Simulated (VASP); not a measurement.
Given:

```xyz
4
Lattice="3.8371 0.0000 0.0000 0.0000 3.8371 0.0000 0.0000 0.0000 4.8313" Properties=species:S:1:pos:R:3 pbc="T T T"
Sn     1.9186     3.8371     3.6718
Sn     0.0000     1.9186     1.1595
O      1.9186     1.9186     4.8313
O      0.0000     0.0000     0.0000
```

Level of theory: TPSS meta-GGA, VASP's PBE PAW potentials (set 64) (plane waves; VASP). Run with 520 eV cut-off, 7×7×5 Γ-centred mesh, tetrahedra with Blöchl corrections, potentials Sn_d O.

The cores are frozen, which limits the accuracy of field gradients. Without a dispersion term in the relaxation, distances and binding between the weakly bound layers, chains or molecules are unreliable, and so is what depends on them.

### Question
Give the principal components of the electric field gradient (V/Å²) and the asymmetry η at each nucleus.

### Answer

```
atom   Vxx   Vyy     Vzz     η
----  ----  ----  ------  ----
Sn1   85.1  85.1  -170.1  0.00
Sn2   85.1  85.1  -170.1  0.00
O3    -0.7  -0.7     1.4  0.00
O4    -0.7  -0.7     1.4  0.00
```

The compound is SnO in the litharge structure. It was relaxed first.
